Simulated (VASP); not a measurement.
Input:

```
CELL_PARAMETERS angstrom
      1.50458    -2.60602     0.00000
      1.50458     2.60602     0.00000
      0.00000     0.00000     3.17250
ATOMIC_POSITIONS crystal
  Ti 0.00000 0.00000 0.00000
  B  0.33333 0.66667 0.50000
  B  0.66667 0.33333 0.50000
```

The numbers are results of PBE GGA with D4 dispersion, VASP's PBE PAW potentials (set 64) (plane waves; VASP), not measurements. Run with 520 eV cut-off, 13×13×11 Γ-centred mesh, tetrahedra with Blöchl corrections, potentials Ti_sv B.

Problem. What does the run give for the energy per atom (σ→0), band gap (on the k-mesh) with the smallest direct gap where there is one?

Solution. 
```yaml
band gap (on the k-mesh): none (metal, semimetal or under 0.01 eV)
energy per atom (σ→0): -8.494 eV/atom
```

The absolute energy has meaning only against runs of the same code, potentials and settings.

The compound is TiB2 in the AlB2 type structure. It was relaxed first.
